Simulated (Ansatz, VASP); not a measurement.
TaBi: VASP beside Ansatz

Contents of INCAR:

```
  ALGO = Normal
  EDIFF = 1E-6
  ENCUT = 520
  GGA = CA
  ISIF = 2
  ISMEAR = -1
  LASPH = T
  LCHARG = F
  LREAL = F
  LWAVE = F
  NBANDS = 20
  NELM = 100
  PREC = Accurate
  SIGMA = 0.08
```

The input KPOINTS:

```
k-points
0
Gamma
  11 11 11
```

File POSCAR:

```
TaBi
1.0
    0.0000000000      2.3356386714      2.3356386714
    2.3356386714      0.0000000000      2.3356386714
    2.3356386714      2.3356386714      0.0000000000
Ta Bi
1 1
Direct
    0.0000000000      0.0000000000      0.0000000000
    0.5000000000      0.5000000000      0.5000000000
```

Input for Ansatz:

```yaml
crystal:
  lattice:
    - [0.0, 2.3356386714, 2.3356386714]
    - [2.3356386714, 0.0, 2.3356386714]
    - [2.3356386714, 2.3356386714, 0.0]
  atoms:
    - { symbol: Ta, position: [0.0, 0.0, 0.0] }
    - { symbol: Bi, position: [0.5, 0.5, 0.5] }
kpoints:
  mp_grid: { grid: [11, 11, 11] }
scf:
  occupations: { method: fermi_dirac, width: 0.08 }
hamiltonian:
  xc: lda
  pseudopotentials: { kind: all_electron, lapw: { basis_error: 0.001 } }
output:
  forces: true
  stress: true
  eigenvalues: true
  populations: true
```

Change from the starting cell: volume scaled by 0.55, LAPW.

Alike in both runs: task single point; functional LDA; k mesh 11 × 11 × 11; occupations fermi-dirac, width 0.08 eV; no spin polarisation.

|  | VASP | Ansatz |
| --- | --- | --- |
| version | VASP 6.6.1 | Ansatz 0.2.0 |
| potentials or method | VASP PAW LDA potentials, release 64 (Ta_pv, Bi_d) | all-electron LAPW, scalar-relativistic |
| plane-wave cutoff (eV) | 520 | see its input |

```tsv
	VASP	Ansatz	Ansatz less VASP
pressure (GPa)	271.7	264.4	-7.25
```

Ansatz ran all-electron here, so the differences hold the error of VASP's frozen core and of both bases.

Caveats: the cell as given lies far from equilibrium; so large a pressure means that the cell lies far from this level's equilibrium, or that cutoff or potentials fall short (VASP); spin-orbit coupling is left out, which moves the levels of the heavy elements.
